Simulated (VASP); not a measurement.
Given:

```
CsI
1.0
    4.67092     0.00000     0.00000
    0.00000     4.67092     0.00000
    0.00000     0.00000     4.67092
Cs I
1 1
Direct
  0.00000   0.00000   0.00000
  0.50000   0.50000   0.50000
```

The numbers are results of PBE GGA, VASP's PBE PAW potentials (set 64) (plane waves; VASP), not measurements. Run with 520 eV cut-off, 5×5×5 Γ-centred mesh, Gaussian smearing of 0.050 eV, potentials Cs_sv I.

Problem. What does the run give for the energy per atom (σ→0)?

Solution. 
- energy per atom (σ→0): -2721 meV/atom

Total energies compare only between runs with the same potentials, cut-off and functional.

The compound is CsI in the CsCl type structure. It was relaxed first, which changed the volume by +7 %. The start is the result of an earlier pass.
